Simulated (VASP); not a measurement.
An input for Quantum ESPRESSO's pw.x (written as the equivalent of a VASP run, and not itself run):

```
&CONTROL
  calculation = 'vc-relax'
  pseudo_dir = './pseudo'
  outdir = './out'
  tprnfor = .true.
  tstress = .true.
  nstep = 60
  forc_conv_thr = 0.00078
/
&SYSTEM
  ibrav = 0
  nat = 5
  ntyp = 2
  ecutwfc = 110
  occupations = 'smearing'
  smearing = 'gaussian'
  degauss = 0.003675
  input_dft = 'rpbe'
/
&ELECTRONS
  conv_thr = 7.3e-08
  electron_maxstep = 100
/
&IONS
/
&CELL
/
ATOMIC_SPECIES
  La 138.905 La.upf
  O 15.999 O.upf
CELL_PARAMETERS angstrom
     1.9816352   -3.4322928   -0.0000000
     1.9816352    3.4322928    0.0000000
     0.0000000   -0.0000000    6.2773377
ATOMIC_POSITIONS crystal
  La   0.3333330  0.6666670  0.2485810
  La   0.6666670  0.3333330  0.7514190
  O    0.0000000  0.0000000  0.0000000
  O    0.3333330  0.6666670  0.6462216
  O    0.6666670  0.3333330  0.3537784
K_POINTS automatic
  6 6 3 0 0 0
```

Write the VASP files for the same calculation (RPBE).

One answer among several that fit: 
### INCAR
```
! general
SYSTEM =La2O3
PREC   =Accurate
ENCUT  =520
LREAL  =.FALSE.   ! projection in real space or not
LASPH  =.TRUE.   ! aspherical one-centre terms

! electronic loop
EDIFF  =1E-6   ! SCF stop (eV)
NELM   =100
ALGO   =Normal
LMAXMIX=6   ! l cut-off of mixed one-centre charges

! smearing
ISMEAR =0
SIGMA  =0.05   ! width (eV)

! functional
GGA    =RP   ! RPBE

! ions
IBRION =2   ! conjugate gradients
NSW    =60   ! most ionic steps
ISIF   =3
EDIFFG =-0.02   ! ionic stop

! output
LWAVE  =.FALSE.
LCHARG =.FALSE.
```

### POSCAR
```
La2O3
1.0
  1.9816352427  -3.4322928299   0.0000000000
  1.9816352427   3.4322928299   0.0000000000
  0.0000000000   0.0000000000   6.2773377048
La O
2 3
Direct
  0.3333330000   0.6666670000   0.2485809811
  0.6666670000   0.3333330000   0.7514190189
  0.0000000000   0.0000000000   0.0000000000
  0.3333330000   0.6666670000   0.6462215905
  0.6666670000   0.3333330000   0.3537784095
```

KPOINTS:
```
Automatic mesh
0
Gamma
6 6 3
0 0 0
```

POTCAR, in this order: La O (PBE.64 set). Program: vasp_std.

What does not carry over: the potentials are each code's own (VASP's PAW set, PseudoDojo norm-conserving files in pw.x), so ENCUT and ecutwfc are chosen apart and not converted; conv_thr bounds pw.x's estimated SCF error, while EDIFF bounds the energy change between steps; forc_conv_thr acts on force components and is met together with etot_conv_thr.

The compound is La2O3 in the a-type structure. This run relaxes it. Symmetry was kept, so distortions that lower it aren't found. The start is the result of an earlier pass.
